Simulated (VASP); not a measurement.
All values below come from PBE GGA with D4 dispersion, VASP's PBE PAW potentials (set 64) (plane waves; VASP 6.6.1).

VASP input:

File KPOINTS:
```
K-points
0
Gamma
14 14 14
0 0 0
```

**INCAR**
```
SYSTEM = Pt
PREC = Accurate
ENCUT = 520
EDIFF = 1E-6
NELM = 100
ALGO = Normal
LREAL = .FALSE.
LASPH = .TRUE.
ISMEAR = 1
SIGMA = 0.1
GGA = PE
IVDW = 13
LMAXMIX = 6
LWAVE = .FALSE.
LCHARG = .FALSE.
IBRION = 2
ISIF = 3
NSW = 60
EDIFFG = -0.01
```

### POSCAR
```
Pt
1
    0.0000000000     1.9600000000     1.9600000000
    1.9600000000     0.0000000000     1.9600000000
    1.9600000000     1.9600000000     0.0000000000
Pt
1
Direct
  0.0000000000   0.0000000000   0.0000000000
```

POTCAR, in this order: Pt (PBE.64 set). Program: vasp_std.

Output

OUTCAR:
```
 ion  position               nearest neighbor table
   1  0.000  0.000  0.000-
  LATTYP: Found a face centered cubic cell.
 ALAT       =     3.9200000000
 Subroutine PRICEL returns:
 Original cell was already a primitive cell.
 Subroutine GETGRP returns: Found 48 space group operations
The static configuration has the point symmetry O_h .
The dynamic configuration has the point symmetry O_h .
 Subroutine INISYM returns: Found 48 space group operations
 Subroutine IBZKPT returns following result:
 Found    104 irreducible k-points:

 Following reciprocal coordinates:
            Coordinates               Weight
  0.000000  0.000000  0.000000      1.000000
  0.071429  0.000000  0.000000      8.000000
  0.142857  0.000000  0.000000      8.000000
  0.214286  0.000000  0.000000      8.000000
  0.285714  0.000000  0.000000      8.000000
  0.357143  0.000000  0.000000      8.000000
  0.428571  0.000000  0.000000      8.000000
  0.500000  0.000000  0.000000      4.000000
  0.071429  0.071429  0.000000      6.000000
  0.142857  0.071429  0.000000     24.000000
...
```

### OSZICAR
```
       N       E                     dE             d eps       ncg     rms          rms(c)
DAV:   1     0.370095803881E+02    0.37010E+02   -0.55199E+03  1984   0.103E+03
DAV:   2    -0.603188603607E+01   -0.43041E+02   -0.40740E+02  1964   0.187E+02
DAV:   3    -0.646349675918E+01   -0.43161E+00   -0.42088E+00  2209   0.188E+01
DAV:   4    -0.646494099869E+01   -0.14442E-02   -0.14440E-02  2147   0.116E+00
DAV:   5    -0.646494976941E+01   -0.87707E-05   -0.87701E-05  2116   0.820E-02    0.130E+01
DAV:   6    -0.613302276568E+01    0.33193E+00   -0.84807E-01  1913   0.845E+00    0.687E+00
DAV:   7    -0.609265698855E+01    0.40366E-01   -0.15895E-01  2015   0.355E+00    0.251E+00
DAV:   8    -0.608912381299E+01    0.35332E-02   -0.50761E-03  2015   0.708E-01    0.464E-01
DAV:   9    -0.608900230193E+01    0.12151E-03   -0.47066E-05  1988   0.741E-02    0.169E-02
DAV:  10    -0.608900730671E+01   -0.50048E-05   -0.20599E-06  2152   0.140E-02    0.173E-03
DAV:  11    -0.608900732596E+01   -0.19245E-07   -0.39693E-08  1014   0.203E-03
   1 F= -.68624711E+01 E0= -.68625821E+01  d E =-.686247E+01
       N       E                     dE             d eps       ncg     rms          rms(c)
DAV:   1    -0.617517896792E+01   -0.86172E-01   -0.16737E+00  1906   0.138E+01    0.174E+00
DAV:   2    -0.610752424387E+01    0.67655E-01   -0.21030E-01  1883   0.401E+00    0.792E-01
DAV:   3    -0.610393625325E+01    0.35880E-02   -0.18052E-02  1947   0.110E+00    0.450E-01
DAV:   4    -0.610413517136E+01   -0.19892E-03   -0.61542E-04  2104   0.175E-01    0.543E-02
DAV:   5    -0.610415163941E+01   -0.16468E-04   -0.12432E-05  2455   0.291E-02    0.840E-03
DAV:   6    -0.610415393814E+01   -0.22987E-05   -0.93189E-07  1867   0.766E-03    0.579E-04
DAV:   7    -0.610415396285E+01   -0.24708E-07   -0.12474E-08   950   0.112E-03
   2 F= -.68574105E+01 E0= -.68575309E+01  d E =0.506065E-02
       N       E                     dE             d eps       ncg     rms          rms(c)
DAV:   1    -0.613333454154E+01   -0.29181E-01   -0.90755E-01  1906   0.102E+01    0.138E+00
DAV:   2    -0.609722434599E+01    0.36110E-01   -0.10545E-01  1881   0.289E+00    0.500E-01
DAV:   3    -0.609494088332E+01    0.22835E-02   -0.11810E-02  1942   0.901E-01    0.266E-01
DAV:   4    -0.609508837728E+01   -0.14749E-03   -0.47808E-04  2087   0.175E-01    0.317E-02
DAV:   5    -0.609508163842E+01    0.67389E-05   -0.97999E-06  1941   0.330E-02    0.499E-03
DAV:   6    -0.609508332369E+01   -0.16853E-05   -0.58808E-07  1729   0.625E-03    0.666E-04
DAV:   7    -0.609508332782E+01   -0.41252E-08   -0.17369E-08   942   0.115E-03
   3 F= -.68631997E+01 E0= -.68633135E+01  d E =-.728526E-03
```

**OUTCAR**
```
------------------------ aborting loop because EDIFF is reached ----------------------------------------
  Edisp (eV):   -0.76812
  FORCE on cell =-STRESS in cart. coord.  units (eV):
  Direction    XX          YY          ZZ          XY          YZ          ZX
  --------------------------------------------------------------------------------------
  Total      -0.00030    -0.00030    -0.00030    -0.00000     0.00000    -0.00000
  in kB      -0.03140    -0.03140    -0.03140    -0.00000     0.00000    -0.00000
  external pressure =       -0.03 kB  Pullay stress =        0.00 kB
  volume of cell :       15.17
      direct lattice vectors                 reciprocal lattice vectors
    -0.000000000  1.964922339  1.964922339    -0.254462983  0.254462983  0.254462983
     1.964922339 -0.000000000  1.964922339     0.254462983 -0.254462983  0.254462983
     1.964922339  1.964922339 -0.000000000     0.254462983  0.254462983 -0.254462983
 POSITION                                       TOTAL-FORCE (eV/Angst)
 -----------------------------------------------------------------------------------
      0.00000      0.00000      0.00000         0.000000      0.000000      0.000000
 -----------------------------------------------------------------------------------
    total drift:                                0.000000     -0.000000     -0.000000
  FREE ENERGIE OF THE ION-ELECTRON SYSTEM (eV)
  ---------------------------------------------------
  free  energy   TOTEN  =        -6.8631996740 eV

  energy  without entropy=       -6.8635410771  energy(sigma->0) =       -6.86331348

 reached required accuracy - stopping structural energy minimisation
```
(Selected blocks of OUTCAR.)

File CONTCAR:
```
Pt
   1.00000000000000
    -0.0000000000000000    1.9649223385679613    1.9649223385679613
     1.9649223385679613   -0.0000000000000000    1.9649223385679613
     1.9649223385679613    1.9649223385679613   -0.0000000000000000
  Pt
     1
Direct
     0.0000000000000000    0.0000000000000000    0.0000000000000000
```

The compound is Pt in the fcc structure. This run relaxes it. Symmetry was kept, so distortions that lower it aren't found.
